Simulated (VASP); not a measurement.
Consider the following.

```
CELL_PARAMETERS angstrom
      4.12983     2.06098     2.06098
      2.06098     4.12983     2.06098
      2.06098     2.06098     4.12983
ATOMIC_POSITIONS crystal
  Ni 0.00000 0.00000 0.00000
  Ni 0.50000 0.50000 0.50000
  O  0.25000 0.25000 0.25000
  O  0.75000 0.75000 0.75000
```
Starting moments (μB, in the order of the record's atoms Ni Ni O O): 1.3 -1.3 0.0 0.0.

Level of theory: vdW-DF-cx, VASP's PBE PAW potentials (set 64) (plane waves; VASP). Settings: 520 eV cut-off, Gaussian smearing of 0.050 eV, potentials Ni O.

**Question.** Give the spin-up energies of bands 6 to 19 at the high-symmetry points, in eV from the valence-band maximum.

**Answer.** 
```tsv
band	Γ	T	H2	L	S0	F
6	-2.53	-4.63	-5.75	-5.21	-5.62	-5.16
7	-2.53	-4.01	-4.95	-4.92	-5.04	-3.89
8	-2.50	-4.01	-4.82	-4.44	-4.82	-3.87
9	-1.93	-1.79	-1.50	-1.98	-1.48	-2.81
10	-1.93	-1.79	-1.39	-1.28	-1.30	-1.40
11	-1.85	-1.40	-1.23	-1.16	-1.27	-1.15
12	-1.57	-0.86	-0.80	-0.95	-0.81	-0.98
13	-1.57	-0.86	-0.51	-0.38	-0.52	-0.79
14	-0.65	-0.70	-0.43	-0.29	-0.47	-0.42
15	-0.65	-0.04	-0.24	-0.26	-0.26	-0.28
16	-0.33	-0.04	-0.15	-0.13	-0.15	-0.14
17	1.98	1.35	1.38	1.32	1.41	2.02
18	1.98	1.35	1.46	1.37	1.46	2.08
19	2.35	4.99	9.19	8.22	9.33	6.20
```

**Question.** Give the spin-down energies of bands 6 to 19 at the high-symmetry points, in eV from the valence-band maximum.

**Answer.** 
| band | Γ | T | H2 | L | S0 | F |
|---|---|---|---|---|---|---|
| 6 | -2.53 | -4.63 | -5.75 | -5.21 | -5.62 | -5.16 |
| 7 | -2.53 | -4.01 | -4.95 | -4.92 | -5.04 | -3.89 |
| 8 | -2.50 | -4.01 | -4.82 | -4.44 | -4.82 | -3.87 |
| 9 | -1.93 | -1.79 | -1.50 | -1.98 | -1.48 | -2.81 |
| 10 | -1.93 | -1.79 | -1.39 | -1.28 | -1.30 | -1.40 |
| 11 | -1.85 | -1.40 | -1.23 | -1.16 | -1.27 | -1.15 |
| 12 | -1.57 | -0.86 | -0.80 | -0.95 | -0.81 | -0.98 |
| 13 | -1.57 | -0.86 | -0.51 | -0.38 | -0.52 | -0.79 |
| 14 | -0.65 | -0.70 | -0.43 | -0.29 | -0.47 | -0.42 |
| 15 | -0.65 | -0.04 | -0.24 | -0.26 | -0.26 | -0.28 |
| 16 | -0.33 | -0.04 | -0.15 | -0.13 | -0.15 | -0.14 |
| 17 | 1.98 | 1.35 | 1.38 | 1.32 | 1.41 | 2.02 |
| 18 | 1.98 | 1.35 | 1.46 | 1.37 | 1.46 | 2.08 |
| 19 | 2.35 | 4.99 | 9.19 | 8.22 | 9.34 | 6.20 |

The gap is indirect, 1.00 eV, from the valence maximum at F-Γ at 0.55 to the conduction minimum at Γ-S0 at 0.73.

The compound is NiO in the rock salt, AFM-II order structure. It was relaxed first.
